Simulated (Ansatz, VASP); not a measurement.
# TaN in two plane-wave programs, part 2 of 3

Wanted: the spread between two codes on one cell, functional and k mesh. The cell is taken from a series of runs on this material, whose earlier steps may have relaxed, scaled, displaced or heated it; both programs get it as it stands.

VASP 6.6.1 and Ansatz 0.2.0.

So far: The starting structure; Ansatz: zone-centre phonons, PBEsol.

### Step 3. VASP: zone-centre phonons, PBEsol

Level of this step: PBEsol; plane waves and PAW (N, Ta_pv) (VASP).

The same cell, functional, mesh and smearing now go to VASP, with its own data sets.

Lines of VASP's logs that name or quote its potential files are left out, and so is its time.

File INCAR:

```
SYSTEM = TaN
PREC = Accurate
ENCUT = 600
EDIFF = 1E-08
NELM = 120
ISMEAR = 1
SIGMA = 0.2
LREAL = .FALSE.
ALGO = Normal
GGA = PS
NBANDS = 30
LASPH = .TRUE.
LORBIT = 11
LWAVE = .FALSE.
LCHARG = .FALSE.
ISIF = 2
IBRION = 8
GGA_COMPAT = .FALSE.
KPAR = 2
```

File POSCAR:

```
TaN
1.0
    5.1405431504      0.0000000000      0.0000000000
   -2.5702715752      4.4518409575      0.0000000000
    0.0000000000      0.0000000000      2.8792578723
N Ta
3 3
Direct
    0.3943271022      0.0000000000      0.0000000000
    0.6056728978      0.6056728978      0.0000000000
    0.0000000000      0.3943271022      0.0000000000
    0.3333333333      0.6666666667      0.5000000000
    0.6666666667      0.3333333333      0.5000000000
    0.0000000000      0.0000000000      0.0000000000
```

File KPOINTS:

```
Automatic mesh
0
Gamma
9 9 12
0 0 0
```

PAW data sets: N and Ta_pv (PBE family, release 64).

Started as:

```
mpirun -np 2 vasp_std
```

Output:

```text
[banner, memory and clock lines left out]
running    2 mpi-ranks, on    1 nodes
 distrk:  each k-point on    1 cores,    2 groups
 distr:  one band on    1 cores,    1 groups

 POSCAR found type information on POSCAR N Ta
 POSCAR found :  2 types and       6 ions
|                                                                             |
|               ----> ADVICE to this user running VASP <----                  |
|                                                                             |
|     You enforced a specific xc type in the INCAR file but a different       |
|     [... a line on the potential file left out ...]
|     I HOPE YOU KNOW WHAT YOU ARE DOING!                                     |
|                                                                             |

 LDA part: xc-table for (Slater+PW92), standard interpolation
 POSCAR, INCAR and KPOINTS ok, starting setup
 FFT: planning ... GRIDC
 FFT: planning ... GRID_SOFT
 FFT: planning ... GRID
 WAVECAR not read
 entering main loop
       N       E                     dE             d eps       ncg     rms          rms(c)
DAV:   1     0.482429171714E+03    0.48243E+03   -0.28757E+04  5040   0.188E+03
DAV:   2    -0.466074817336E+02   -0.52904E+03   -0.50909E+03  5730   0.520E+02
DAV:   3    -0.797934651290E+02   -0.33186E+02   -0.32633E+02  6140   0.124E+02
DAV:   4    -0.805549210314E+02   -0.76146E+00   -0.75552E+00  6260   0.181E+01
DAV:   5    -0.805731529430E+02   -0.18232E-01   -0.18213E-01  6184   0.220E+00    0.466E+01
DAV:   6    -0.717220635068E+02    0.88511E+01   -0.50713E+01  6476   0.405E+01    0.203E+01
DAV:   7    -0.714987196301E+02    0.22334E+00   -0.20301E+00  6070   0.881E+00    0.110E+01
DAV:   8    -0.714296107285E+02    0.69109E-01   -0.31591E-01  6058   0.381E+00    0.854E-01
DAV:   9    -0.714179347959E+02    0.11676E-01   -0.36940E-02  6412   0.151E+00    0.365E-01
DAV:  10    -0.714175782693E+02    0.35653E-03   -0.15184E-02  6368   0.647E-01    0.172E-01
DAV:  11    -0.714171800629E+02    0.39821E-03   -0.41408E-03  6402   0.366E-01    0.459E-02
DAV:  12    -0.714171489455E+02    0.31117E-04   -0.23895E-04  6302   0.951E-02    0.143E-02
DAV:  13    -0.714171485061E+02    0.43936E-06   -0.13061E-05  6896   0.224E-02    0.486E-03
DAV:  14    -0.714171483959E+02    0.11017E-06   -0.77835E-07  6370   0.610E-03    0.120E-03
DAV:  15    -0.714171483281E+02    0.67862E-07   -0.61263E-08  5642   0.194E-03    0.236E-04
DAV:  16    -0.714171483222E+02    0.59035E-08   -0.51456E-09  4014   0.534E-04
   1 F= -.71417148E+02 E0= -.71418194E+02  d E =0.313612E-02
 Linear response reoptimize wavefunctions to high precision
DAV:   1    -0.714171483208E+02    0.13106E-08   -0.79774E-10  4026   0.259E-04
DAV:   2    -0.714171483209E+02   -0.28194E-10   -0.18027E-10  3912   0.886E-05
 Linear response DOF=           7
 Linear response progress:
  Degree of freedom:   1/  7
       N       E                     dE             d eps       ncg     rms          rms(c)
RMM:   1    -0.253827702339E+00   -0.25383E+00    0.11929E-01 22409   0.242E+00
RMM:   2    -0.245074462647E+00    0.87532E-02   -0.12805E-02 17728   0.478E-01    0.386E-01
RMM:   3    -0.246051360749E+00   -0.97690E-03   -0.40130E-03 17967   0.219E-01    0.229E-01
RMM:   4    -0.247207933715E+00   -0.11566E-02   -0.71683E-04 17529   0.115E-01    0.661E-02
RMM:   5    -0.247501647443E+00   -0.29371E-03   -0.11084E-04 19491   0.418E-02    0.251E-02
RMM:   6    -0.247496919150E+00    0.47283E-05   -0.15557E-05 19679   0.157E-02    0.499E-03
RMM:   7    -0.247465233731E+00    0.31685E-04   -0.18473E-06 17871   0.598E-03    0.101E-03
RMM:   8    -0.247463882292E+00    0.13514E-05   -0.33327E-07 20619   0.203E-03    0.525E-04
RMM:   9    -0.247465539404E+00   -0.16571E-05   -0.45178E-07 20037   0.673E-04    0.186E-04
RMM:  10    -0.247465035211E+00    0.50419E-06    0.90373E-08 19814   0.304E-04    0.814E-05
RMM:  11    -0.247465200229E+00   -0.16502E-06   -0.15726E-07 20901   0.163E-04    0.225E-05
RMM:  12    -0.247465241904E+00   -0.41675E-07   -0.47846E-09 21088   0.108E-04    0.520E-06
RMM:  13    -0.247465230782E+00    0.11123E-07   -0.34169E-08 21341   0.908E-05    0.259E-06
RMM:  14    -0.247465229899E+00    0.88228E-09   -0.22839E-08 21224   0.850E-05    0.911E-07
 first order change of Fermi-energy  -0.53299E-02
 force on displaced ion       1 direction 1 : -21.748  -0.000   0.000
 Linear response progress:
  Degree of freedom:   2/  7
       N       E                     dE             d eps       ncg     rms          rms(c)
RMM:   1    -0.252420891640E+00   -0.25242E+00    0.14532E-01 36744   0.243E+00
RMM:   2    -0.244412720824E+00    0.80082E-02   -0.15227E-02 28965   0.501E-01    0.417E-01
RMM:   3    -0.245260209428E+00   -0.84749E-03   -0.36781E-03 30415   0.236E-01    0.260E-01
[...]
RMM:   1    -0.237251777727E+00   -0.23725E+00    0.13586E-01 34737   0.238E+00
RMM:   2    -0.229889785191E+00    0.73620E-02   -0.10849E-02 27371   0.456E-01    0.243E-01
RMM:   3    -0.230887019976E+00   -0.99723E-03   -0.26323E-03 28395   0.200E-01    0.129E-01
RMM:   4    -0.232266631953E+00   -0.13796E-02   -0.90331E-04 27339   0.128E-01    0.302E-02
RMM:   5    -0.232327918772E+00   -0.61287E-04   -0.10785E-04 30972   0.376E-02    0.755E-03
RMM:   6    -0.232290145480E+00    0.37773E-04   -0.96961E-06 31158   0.101E-02    0.202E-03
[...]
RMM:  22    -0.204537309725E+00    0.23043E-07   -0.12835E-07 36565   0.116E-04    0.160E-07
RMM:  23    -0.204537324238E+00   -0.14513E-07   -0.22226E-07 36262   0.116E-04    0.154E-07
RMM:  24    -0.204537316737E+00    0.75015E-08   -0.14837E-07 36500   0.115E-04    0.132E-07
RMM:  25    -0.204537322615E+00   -0.58780E-08   -0.18906E-07 36578   0.115E-04    0.150E-07
 first order change of Fermi-energy  -0.42137E-03
 force on displaced ion       4 direction 1 : -29.578  -0.004   0.000
 Linear response progress:
  Degree of freedom:   5/  7
       N       E                     dE             d eps       ncg     rms          rms(c)
RMM:   1    -0.142544499611E+00   -0.14254E+00    0.10434E+01 10777   0.198E+01
RMM:   2    -0.168616294425E+00   -0.26072E-01   -0.39375E-02 17033   0.125E+00    0.137E-01
RMM:   3    -0.167993246240E+00    0.62305E-03   -0.72036E-03 18867   0.326E-01    0.740E-02
RMM:   4    -0.167380839120E+00    0.61241E-03   -0.93950E-04 21452   0.122E-01    0.266E-02
RMM:   5    -0.167179684207E+00    0.20115E-03   -0.81774E-05 21502   0.305E-02    0.729E-03
RMM:   6    -0.167124374306E+00    0.55310E-04   -0.36781E-05 20714   0.102E-02    0.133E-03
RMM:   7    -0.167122651880E+00    0.17224E-05   -0.24837E-05 20969   0.417E-03    0.487E-04
RMM:   8    -0.167122647483E+00    0.43973E-08   -0.12997E-05 21056   0.189E-03    0.189E-04
RMM:   9    -0.167123562633E+00   -0.91515E-06   -0.81894E-06 22168   0.101E-03    0.745E-05
RMM:  10    -0.167123927798E+00   -0.36517E-06   -0.44352E-06 19949   0.630E-04    0.298E-05
RMM:  11    -0.167124279913E+00   -0.35211E-06   -0.35651E-06 21300   0.425E-04    0.176E-05
RMM:  12    -0.167124294073E+00   -0.14160E-07   -0.19394E-06 22043   0.294E-04    0.622E-06
RMM:  13    -0.167124343262E+00   -0.49189E-07   -0.15111E-06 21937   0.230E-04    0.463E-06
RMM:  14    -0.167124358996E+00   -0.15734E-07   -0.88232E-07 22085   0.191E-04    0.295E-06
RMM:  15    -0.167124381493E+00   -0.22497E-07   -0.65230E-07 23370   0.165E-04    0.146E-06
RMM:  16    -0.167124369329E+00    0.12164E-07   -0.46162E-07 22611   0.148E-04    0.220E-06
RMM:  17    -0.167124403634E+00   -0.34306E-07   -0.28408E-07 22709   0.141E-04    0.224E-06
RMM:  18    -0.167124359919E+00    0.43715E-07   -0.21554E-07 22901   0.134E-04    0.400E-06
RMM:  19    -0.167124353567E+00    0.63521E-08   -0.15919E-07 23123   0.126E-04    0.510E-06
RMM:  20    -0.167124370950E+00   -0.17383E-07   -0.14710E-07 23083   0.124E-04    0.341E-06
RMM:  21    -0.167124367804E+00    0.31462E-08   -0.10130E-07 22100   0.121E-04    0.383E-06
RMM:  22    -0.167124378855E+00   -0.11051E-07   -0.10231E-07 23823   0.120E-04    0.271E-06
RMM:  23    -0.167124381639E+00   -0.27843E-08   -0.80155E-08 23466   0.118E-04    0.226E-06
 first order change of Fermi-energy   0.20487E-03
 force on displaced ion       4 direction 3 :   0.000  -0.000 -24.796
 Linear response progress:
  Degree of freedom:   6/  7
       N       E                     dE             d eps       ncg     rms          rms(c)
RMM:   1    -0.178519301574E+00   -0.17852E+00    0.10795E+01 10846   0.188E+01
RMM:   2    -0.210225158345E+00   -0.31706E-01   -0.52012E-02 16699   0.127E+00    0.296E-01
RMM:   3    -0.209902325533E+00    0.32283E-03   -0.92380E-03 18902   0.308E-01    0.175E-01
RMM:   4    -0.209410010196E+00    0.49232E-03   -0.94388E-04 19658   0.132E-01    0.622E-02
RMM:   5    -0.209273661625E+00    0.13635E-03   -0.14379E-04 20786   0.434E-02    0.250E-02
RMM:   6    -0.209208585334E+00    0.65076E-04   -0.39134E-05 20625   0.182E-02    0.472E-03
RMM:   7    -0.209202958008E+00    0.56273E-05   -0.18854E-05 20465   0.105E-02    0.228E-03
RMM:   8    -0.209202194412E+00    0.76360E-06   -0.90027E-06 20127   0.530E-03    0.620E-04
RMM:   9    -0.209203907957E+00   -0.17135E-05   -0.33814E-06 20650   0.234E-03    0.591E-04
RMM:  10    -0.209204614443E+00   -0.70649E-06   -0.35188E-06 20427   0.155E-03    0.169E-04
RMM:  11    -0.209205274534E+00   -0.66009E-06   -0.17797E-06 21392   0.867E-04    0.234E-04
RMM:  12    -0.209205367648E+00   -0.93114E-07   -0.15848E-06 19930   0.696E-04    0.226E-05
RMM:  13    -0.209205395978E+00   -0.28330E-07   -0.79584E-07 21232   0.376E-04    0.295E-05
RMM:  14    -0.209205612836E+00   -0.21686E-06   -0.74398E-07 21004   0.268E-04    0.228E-05
RMM:  15    -0.209205562124E+00    0.50712E-07   -0.33090E-07 21711   0.215E-04    0.855E-06
RMM:  16    -0.209205656876E+00   -0.94752E-07   -0.36081E-07 22020   0.181E-04    0.294E-06
RMM:  17    -0.209205652936E+00    0.39395E-08   -0.15764E-07 23619   0.154E-04    0.343E-06
RMM:  18    -0.209205668377E+00   -0.15441E-07   -0.16311E-07 22778   0.140E-04    0.159E-06
RMM:  19    -0.209205670026E+00   -0.16491E-08   -0.50402E-08 23378   0.130E-04    0.151E-06
 first order change of Fermi-energy  -0.38618E-03
 force on displaced ion       6 direction 1 : -29.687  -0.000   0.000
 Linear response progress:
  Degree of freedom:   7/  7
       N       E                     dE             d eps       ncg     rms          rms(c)
RMM:   1    -0.127595947219E+00   -0.12760E+00    0.12997E+01  8094   0.168E+01
RMM:   2    -0.153062829264E+00   -0.25467E-01   -0.34281E-02 11095   0.101E+00    0.144E-01
RMM:   3    -0.151710504014E+00    0.13523E-02   -0.49394E-03 12649   0.259E-01    0.715E-02
RMM:   4    -0.150736266668E+00    0.97424E-03   -0.77232E-04 13794   0.112E-01    0.331E-02
RMM:   5    -0.150349013921E+00    0.38725E-03   -0.57454E-05 14449   0.316E-02    0.272E-03
RMM:   6    -0.150360269468E+00   -0.11256E-04   -0.75658E-06 13854   0.888E-03    0.135E-03
RMM:   7    -0.150365595216E+00   -0.53257E-05   -0.13653E-06 14725   0.304E-03    0.367E-04
RMM:   8    -0.150368654167E+00   -0.30590E-05   -0.10710E-06 14721   0.117E-03    0.782E-05
RMM:   9    -0.150369421519E+00   -0.76735E-06   -0.63350E-07 14853   0.627E-04    0.317E-05
RMM:  10    -0.150369762483E+00   -0.34096E-06   -0.37593E-07 14972   0.389E-04    0.115E-05
RMM:  11    -0.150369854332E+00   -0.91848E-07   -0.22349E-07 15384   0.263E-04    0.758E-06
RMM:  12    -0.150369906231E+00   -0.51899E-07   -0.14141E-07 15257   0.196E-04    0.648E-06
RMM:  13    -0.150369999584E+00   -0.93353E-07   -0.10397E-07 14714   0.163E-04    0.267E-06
RMM:  14    -0.150369969288E+00    0.30296E-07   -0.68281E-08 14860   0.138E-04    0.350E-06
RMM:  15    -0.150369969492E+00   -0.20464E-09   -0.55456E-08 14387   0.123E-04    0.444E-06
 first order change of Fermi-energy   0.54063E-03
 force on displaced ion       6 direction 3 :  -0.000   0.000 -11.872
 Linear response finished
```

(Continued in part 3 of 3.)

[Lines on the potential files, build, host, timing and source positions are cut from VASP's logs without a mark.]

[Logs are printed without paths, hosts, clocks, repeated set-up lines and the standing remarks that a program may print on its own settings, such as how far it seeks lower states.]

[Hosts, paths, dates, database ids (printed as entryN), source tags and the programs' standing remarks are cut or masked in the printed files.]
